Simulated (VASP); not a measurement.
An input for Ansatz (written as the equivalent of a VASP run, and not itself run):

Ansatz 0.2 input:
```yaml
crystal:
  lattice:
    - [0.0000000, 2.7768503, 2.7768503]
    - [2.7768503, 0.0000000, 2.7768503]
    - [2.7768503, 2.7768503, 0.0000000]
  atoms:
    - { symbol: Ga, position: [0.0000000, 0.0000000, 0.0000000] }
    - { symbol: As, position: [0.2500000, 0.2500000, 0.2500000] }
kpoints:
  mp_grid: { grid: [8, 8, 8] }
hamiltonian:
  xc: lda
  pseudopotentials: { kind: paw }
scf:
  occupations: { method: gaussian, width: 0.05 }
  max_iter: 100
output: { forces: true, stress: true, eigenvalues: true }
```

Q: Translate this input to VASP (INCAR, KPOINTS, POSCAR, choice of POTCAR).

A: Several could match; the one computed here: 
**KPOINTS**
```
Automatic
0
G
8 8 8
```

### INCAR
```
SYSTEM = GaAs
PREC = Accurate; ENCUT = 520; LREAL = .FALSE.
LASPH = .TRUE.
EDIFF = 1E-7; NELM = 100; ALGO = Normal
LMAXMIX = 4
ISMEAR = 0; SIGMA = 0.05
ISIF = 2
LWAVE = .FALSE.; LCHARG = .FALSE.
```

POSCAR:
```
GaAs
1
    0.0000000000     2.7768503235     2.7768503235
    2.7768503235     0.0000000000     2.7768503235
    2.7768503235     2.7768503235     0.0000000000
Ga As
1 1
Direct
  0.0000000000   0.0000000000   0.0000000000
  0.2500000000   0.2500000000   0.2500000000
```

POTCAR, in this order: Ga_d As (LDA.64 set). Program: vasp_std.

Limits of the translation: each code has its own PAW files, so the cut-off isn't converted (ENCUT is set for VASP's; basis.ecutwfc is left out, and Ansatz then takes the one that its files recommend); Ansatz stops its SCF on the density residual and VASP on the energy change (EDIFF); Ansatz's lda is the Perdew-Wang form, while the LDA potentials of VASP carry Perdew-Zunger's.

The compound is GaAs in the zinc blende structure. This cell is one point of a volume scan, at 0.97 of the reference volume.
